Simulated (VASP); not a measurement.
OSZICAR of a VASP run on SrCl₂ (fluorite):

File OSZICAR:
```
       N       E                     dE             d eps       ncg     rms          rms(c)
DAV:   1     0.155473977970E+03    0.15547E+03   -0.11538E+04   512   0.133E+03
DAV:   2    -0.202836217214E+01   -0.15750E+03   -0.15610E+03   688   0.248E+02
DAV:   3    -0.121050987931E+02   -0.10077E+02   -0.10070E+02   664   0.667E+01
DAV:   4    -0.124118479825E+02   -0.30675E+00   -0.30667E+00   920   0.978E+00
DAV:   5    -0.124150023621E+02   -0.31544E-02   -0.31543E-02   688   0.832E-01    0.103E+01
DAV:   6    -0.120873259058E+02    0.32768E+00   -0.93165E-01   680   0.556E+00    0.688E+00
DAV:   7    -0.121246267915E+02   -0.37301E-01   -0.51348E-01   824   0.458E+00    0.232E+00
DAV:   8    -0.121480450429E+02   -0.23418E-01   -0.68104E-02   632   0.174E+00    0.369E-01
DAV:   9    -0.121505775752E+02   -0.25325E-02   -0.32449E-03   752   0.348E-01    0.147E-01
DAV:  10    -0.121532039270E+02   -0.26264E-02   -0.26258E-03   528   0.401E-01    0.340E-02
DAV:  11    -0.121532804397E+02   -0.76513E-04   -0.14131E-04   768   0.785E-02    0.381E-02
DAV:  12    -0.121532934860E+02   -0.13046E-04   -0.23216E-05   608   0.386E-02    0.115E-02
DAV:  13    -0.121532966105E+02   -0.31245E-05   -0.10317E-05   680   0.245E-02    0.365E-03
DAV:  14    -0.121532965652E+02    0.45244E-07   -0.29059E-07   648   0.470E-03
   1 F= -.12153297E+02 E0= -.12153297E+02  d E =0.000000E+00
```

Task: Which electronic solver shows in the log?

Result: It is blocked Davidson (ALGO = Normal, or the opening steps of other solvers). The INCAR had ALGO = Normal.

Task: Can the final energy be trusted as converged?

Result: The calculation finished and met its thresholds. It stopped with EDIFF = 1E-7, NELM = 100 (RPBE GGA, plane waves, VASP's PBE PAW potentials (set 64)).

The compound is SrCl2 in the fluorite structure. It was relaxed first, which changed the volume by +9 %.
